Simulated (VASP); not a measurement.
Given:

```xyz
3
Lattice="1.8373 -3.1822 0.0000 1.8373 3.1822 0.0000 0.0000 0.0000 6.1693" Properties=species:S:1:pos:R:3 pbc="T T T"
Zr     0.0000     0.0000     0.0000
S      1.8373     1.0607     1.4449
S      1.8373    -1.0607     4.7245
```

All values below come from MS2 meta-GGA, VASP's PBE PAW potentials (set 64) (plane waves; VASP 6.6.1). Numerical set-up: 520 eV cut-off, 6×6×4 Γ-centred mesh, Gaussian smearing of 0.050 eV, potentials Zr_sv S.

Problem. Predict the energy per atom (σ→0).

Solution. 
* **energy per atom (σ→0)**: -993.3 kJ/mol of atoms

The compound is ZrS2 in the 1T layered structure. It was relaxed first, which changed the volume by +7 %. The start is the result of an earlier pass.
